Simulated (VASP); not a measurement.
Level of theory: r2SCAN+rVV10, VASP's PBE PAW potentials (set 64) (plane waves; VASP).

The input files of a VASP run:

**INCAR**
```
ALGO  =  Normal   ! blocked Davidson
LORBIT  =  11   ! lm-projected
LASPH  =  .TRUE.   ! aspherical one-centre terms
SYSTEM  =  HgTe
ISIF  =  2   ! forces and stress, cell fixed
LREAL  =  .FALSE.   ! projection in real space or not
LMAXMIX  =  6
BPARAM  =  11.95
EDIFF  =  1E-7   ! SCF stop (eV)
CPARAM  =  0.0093
LMIXTAU  =  .TRUE.
ISMEAR  =  -5   ! tetrahedra, Bloechl
PREC  =  Accurate
NEDOS  =  601
METAGGA  =  R2SCAN
LWAVE  =  .FALSE.
LCHARG  =  .FALSE.
ENCUT  =  400
LUSE_VDW  =  .TRUE.
NELM  =  100   ! most electronic steps
```

File POSCAR:
```
HgTe
1
    0.0000000000     3.2690459393     3.2690459393
    3.2690459393     0.0000000000     3.2690459393
    3.2690459393     3.2690459393     0.0000000000
Te Hg
1 1
Direct
  0.2500000000   0.2500000000   0.2500000000
  0.0000000000   0.0000000000   0.0000000000
```

### KPOINTS
```
kpoints
0
G
 11 11 11
0 0 0
```

KPOINTS_OPT:
```
k-points along high-symmetry lines
10
Line-mode
Reciprocal
  0.000000   0.000000   0.000000 ! GAMMA
 -0.500000  -0.500000   0.000000 ! X

 -0.500000  -0.500000   0.000000 ! X
 -0.375000  -0.375000   0.250000 ! U

 -0.375000   0.000000   0.375000 ! K
  0.000000   0.000000   0.000000 ! GAMMA

  0.000000   0.000000   0.000000 ! GAMMA
  0.000000   0.000000   0.500000 ! L

  0.000000   0.000000   0.500000 ! L
 -0.500000  -0.250000   0.250000 ! W

 -0.500000  -0.250000   0.250000 ! W
 -0.500000  -0.500000   0.000000 ! X
```

POTCAR, in this order: Te Hg (PBE.64 set). Program: vasp_std.

What VASP printed:

File OUTCAR:
```
 ion  position               nearest neighbor table
   1  0.250  0.250  0.250-   2 2.83   2 2.83   2 2.83   2 2.83
   2  0.000  0.000  0.000-   1 2.83   1 2.83   1 2.83   1 2.83
  LATTYP: Found a face centered cubic cell.
 ALAT       =     6.5380918786
 Subroutine PRICEL returns:
 Original cell was already a primitive cell.
 Subroutine GETGRP returns: Found 24 space group operations
The static configuration has the point symmetry T_d .
The dynamic configuration has the point symmetry T_d .
 Subroutine INISYM returns: Found 24 space group operations
 Subroutine IBZKPT returns following result:
 Found     56 irreducible k-points:

 Following reciprocal coordinates:
            Coordinates               Weight
  0.000000  0.000000  0.000000      1.000000
  0.090909  0.000000  0.000000      8.000000
  0.181818  0.000000  0.000000      8.000000
  0.272727  0.000000  0.000000      8.000000
  0.363636  0.000000  0.000000      8.000000
  0.454545  0.000000  0.000000      8.000000
  0.090909  0.090909  0.000000      6.000000
  0.181818  0.090909  0.000000     24.000000
  0.272727  0.090909  0.000000     24.000000
...
```

### OSZICAR
```
       N       E                     dE             d eps       ncg     rms          rms(c)
DAV:   1     0.181791339460E+02    0.18179E+02   -0.70910E+03  1456   0.981E+02
DAV:   2    -0.760572844712E+02   -0.94236E+02   -0.90452E+02  1611   0.247E+02
DAV:   3    -0.797493359236E+02   -0.36921E+01   -0.36791E+01  1756   0.515E+01
DAV:   4    -0.797784740339E+02   -0.29138E-01   -0.29135E-01  1974   0.426E+00
DAV:   5    -0.797786652352E+02   -0.19120E-03   -0.19120E-03  1771   0.271E-01    0.707E+00
DAV:   6    -0.747005020160E+02    0.50782E+01   -0.32485E+00  1486   0.262E+01    0.869E+00
DAV:   7    -0.746245233043E+02    0.75979E-01   -0.19519E-01  1471   0.536E+00    0.545E+00
DAV:   8    -0.745927615635E+02    0.31762E-01   -0.10018E-01  1596   0.298E+00    0.177E+00
DAV:   9    -0.745232112387E+02    0.69550E-01   -0.20125E-01  1456   0.370E+00    0.261E-01
DAV:  10    -0.746267297602E+02   -0.10352E+00   -0.49124E-02  1456   0.187E+00    0.308E-01
DAV:  11    -0.746202109391E+02    0.65188E-02   -0.10337E-02  1491   0.963E-01    0.108E-01
DAV:  12    -0.746270654240E+02   -0.68545E-02   -0.43389E-03  1496   0.524E-01    0.788E-02
DAV:  13    -0.746262771980E+02    0.78823E-03   -0.34282E-03  1501   0.591E-01    0.475E-02
DAV:  14    -0.746269168748E+02   -0.63968E-03   -0.12708E-04  1601   0.115E-01    0.384E-02
DAV:  15    -0.746268941808E+02    0.22694E-04   -0.96134E-07  1949   0.905E-03    0.404E-02
DAV:  16    -0.746276402993E+02   -0.74612E-03   -0.12979E-04  1456   0.102E-01    0.471E-02
DAV:  17    -0.746276695400E+02   -0.29241E-04   -0.33276E-06  1791   0.136E-02    0.484E-02
DAV:  18    -0.746276718390E+02   -0.22990E-05   -0.65375E-08  1023   0.274E-03    0.434E-02
DAV:  19    -0.746280525547E+02   -0.38072E-03   -0.31239E-04  1456   0.144E-01    0.170E-01
DAV:  20    -0.746280739939E+02   -0.21439E-04   -0.33593E-05  1491   0.674E-02    0.289E-02
DAV:  21    -0.746280716950E+02    0.22989E-05   -0.57260E-06  1626   0.207E-02    0.788E-03
DAV:  22    -0.746280733010E+02   -0.16060E-05   -0.26955E-06  1456   0.177E-02    0.940E-03
DAV:  23    -0.746280733209E+02   -0.19877E-07   -0.12895E-07  1152   0.382E-03
   1 F= -.74628073E+02 E0= -.74628073E+02  d E =0.000000E+00
       N       E                     dE             ncg
       N       E                     dE             ncg
```

### OUTCAR
```
------------------------ aborting loop because EDIFF is reached ----------------------------------------
  FORCE on cell =-STRESS in cart. coord.  units (eV):
  Direction    XX          YY          ZZ          XY          YZ          ZX
  --------------------------------------------------------------------------------------
  Total        0.0027903      0.0027903      0.0027903     -0.0000000      0.0000000      0.0000000
  in kB        0.0639844      0.0639844      0.0639844     -0.0000000      0.0000000      0.0000000
  external PRESSURE =       0.0639844 kB  Pullay stress =       0.0000000 kB
  volume of cell :       69.87
      direct lattice vectors                 reciprocal lattice vectors
     0.000000000  3.269045939  3.269045939    -0.152949824  0.152949824  0.152949824
     3.269045939  0.000000000  3.269045939     0.152949824 -0.152949824  0.152949824
     3.269045939  3.269045939  0.000000000     0.152949824  0.152949824 -0.152949824
 POSITION                                       TOTAL-FORCE (eV/Angst)
 -----------------------------------------------------------------------------------
      1.63452      1.63452      1.63452         0.000000      0.000000      0.000000
      0.00000      0.00000      0.00000        -0.000000     -0.000000     -0.000000
 -----------------------------------------------------------------------------------
    total drift:                                0.000001      0.000001      0.000001
  FREE ENERGIE OF THE ION-ELECTRON SYSTEM (eV)
  ---------------------------------------------------
  free  energy   TOTEN  =       -74.6280733209 eV

  energy  without entropy=      -74.6280733209  energy(sigma->0) =      -74.62807332

 total charge

# of ion       s       p       d       tot
------------------------------------------
    1        1.370   1.994   0.030   3.394
    2        0.728   0.396   9.355  10.480
--------------------------------------------------
tot          2.099   2.390   9.385  13.874
```
(Selected blocks of OUTCAR.)

**OUTCAR**
```
 val. band max:        2.4955942982   @ k =   0.0000   0.0000   0.0000

 cond. band min:       2.4955956275   @ k =   0.0000   0.0000   0.0000


 Fermi energy:         2.4963345696

 k-point     1 :       0.0000    0.0000    0.0000
  band No.  band energies     occupation
      1      -9.6691      2.00000
      2      -4.9408      2.00000
      3      -4.9408      2.00000
      4      -4.9408      2.00000
      5      -4.4084      2.00000
      6      -4.4084      2.00000
      7       1.9713      2.00000
      8       2.4956      2.00000
      9       2.4956      2.00000
     10       2.4956      0.00000
     11       7.1009      0.00000
     12       7.1009      0.00000
     13       7.1009      0.00000

 k-point     2 :       0.0909    0.0000    0.0000
  band No.  band energies     occupation
      1      -9.6281      2.00000
      2      -4.9293      2.00000
      3      -4.9293      2.00000
      4      -4.9247      2.00000
      5      -4.4096      2.00000
      6      -4.4096      2.00000
      7       1.1435      2.00000
      8       2.4030      2.00000
      9       2.4030      2.00000
     10       3.0954     -0.00000
     11       6.9655      0.00000
     12       7.2290      0.00000
     13       7.2290      0.00000

 k-point     3 :       0.1818    0.0000    0.0000
  band No.  band energies     occupation
      1      -9.5151      2.00000
      2      -4.8994      2.00000
      3      -4.8994      2.00000
      4      -4.8642      2.00000
      5      -4.4109      2.00000
      6      -4.4109      2.00000
      7       0.0151      2.00000
      8       2.1741      2.00000
      9       2.1741      2.00000
     10       3.5079      0.00000
     11       7.1360      0.00000
     12       7.5206      0.00000
     13       7.5206      0.00000

 k-point     4 :       0.2727    0.0000    0.0000
  band No.  band energies     occupation
      1      -9.3602      2.00000
      2      -4.8631      2.00000
      3      -4.8631      2.00000
...
```

For a metal the tetrahedron method with Blöchl corrections gives inexact stress and forces. Unless said otherwise, spin-orbit coupling is left out, though it shifts the bands of the heavy elements here.

The structure comes from a measured HgTe entry (F-43m) of the Crystallography Open Database, whose conditions weren't checked. It was relaxed first.
